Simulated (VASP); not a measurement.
Method: PBEsol GGA, VASP's PBE PAW potentials (set 64) (plane waves; VASP 6.6.1).

VASP ran on this input.

INCAR:
```
SYSTEM = BBi
PREC = Accurate; ENCUT = 520; LREAL = F
LASPH = T
EDIFF = 1E-7; NELM = 100; ALGO = Normal
LMAXMIX = 4
ISMEAR = -5
GGA = PS
ISIF = 2
LWAVE = F; LCHARG = T; LORBIT = 11
NEDOS = 601
```

File KPOINTS:
```
Automatic mesh
0
Gamma
14 14 14
0 0 0
```

File POSCAR:
```
BBi
1
    0.0000000000     2.6038244954     2.6038244954
    2.6038244954     0.0000000000     2.6038244954
    2.6038244954     2.6038244954     0.0000000000
B Bi
1 1
Direct
  0.0000000000   0.0000000000   0.0000000000
  0.5000000000   0.5000000000   0.5000000000
```

POTCAR, in this order: B Bi_d (PBE.64 set). Program: vasp_std.

Unless said otherwise, spin-orbit coupling is left out, though it shifts the bands of the heavy elements here.

Task: Predict the energy per atom (σ→0), band gap (on the k-mesh).

Result: 
| Quantity | Result |
|---|---|
| energy per atom (σ→0) | -4.522 eV/atom |
| band gap (on the k-mesh) | none (metal, semimetal or under 0.01 eV) |

### OSZICAR
```
...
DAV:   7    -0.904605987209E+01    0.63777E-02   -0.10876E-01  3425   0.201E+00    0.465E-01
DAV:   8    -0.904458567860E+01    0.14742E-02   -0.93036E-03  3272   0.133E+00    0.926E-02
DAV:   9    -0.904403414121E+01    0.55154E-03   -0.18851E-03  3715   0.493E-01    0.276E-02
DAV:  10    -0.904403191359E+01    0.22276E-05   -0.17985E-04  3299   0.156E-01    0.919E-03
DAV:  11    -0.904403050128E+01    0.14123E-05   -0.94344E-06  3471   0.417E-02    0.482E-03
DAV:  12    -0.904402919622E+01    0.13051E-05   -0.29273E-07  3104   0.593E-03    0.500E-04
DAV:  13    -0.904402923066E+01   -0.34437E-07   -0.19607E-08  1887   0.195E-03
   1 F= -.90440292E+01 E0= -.90440292E+01  d E =0.000000E+00
```

The structure was generated: BBi was put into the rock salt type (Fm-3m), which need not be its known phase. It was relaxed first, which changed the volume by +12 %.
